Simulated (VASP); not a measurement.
Consider the following.

```
CELL_PARAMETERS angstrom
      0.00000     2.89628     2.89628
      2.89628     0.00000     2.89628
      2.89628     2.89628     0.00000
ATOMIC_POSITIONS crystal
  Sr 0.00000 0.00000 0.00000
```

Level of theory: PBEsol GGA, VASP's PBE PAW potentials (set 64) (plane waves; VASP 6.6.1). Numerical set-up: 520 eV cut-off, 8×8×8 Γ-centred mesh, Gaussian smearing of 0.050 eV, potentials Sr_sv.

Q: What does the run give for the energy per atom (σ→0)?

A: 
* **energy per atom (σ→0)**: -1.838 eV/atom

Total energies compare only between runs with the same potentials, cut-off and functional.

The compound is Sr in the fcc structure. This cell is one point of a volume scan, at 0.94 of the reference volume.
